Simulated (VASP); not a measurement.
Input of a VASP 6.6.1 run:

Contents of INCAR:

```
PREC = Accurate
ENCUT = 600
EDIFF = 1E-7
ISMEAR = 1
SIGMA = 0.1
LREAL = False
LASPH = True
NELM = 80
ALGO = Normal
ISIF = 2
LWAVE = False
LCHARG = False
METAGGA = R2SCAN
LMIXTAU = True
IBRION = 2
NSW = 40
EDIFFG = -0.01
```

The input KPOINTS:

```
regular mesh
0
Gamma
  18 18 18
```

The input POSCAR:

```
Cu                                      
1.0
   -0.0000000000      1.8145942213      1.8145942213
    1.8145942213      0.0000000000      1.8145942213
    1.8145942213      1.8145942213     -0.0000000000
  Cu            
     1
Direct
     0.0000000000000000    0.0000000000000000    0.0000000000000000
```

Potentials or basis: VASP PAW PBE potentials, release 64 (Cu).

The run is started by

```sh
$ cat potpaw_PBE.64/Cu/POTCAR > POTCAR
$ mpirun -np 1 vasp_std > vasp.out
```

(1) What does it give for the band gap on the k mesh?

Answers

(1) none (metal or under the smearing width).

Caveat: the relaxation stopped at its first step, so nothing moved.
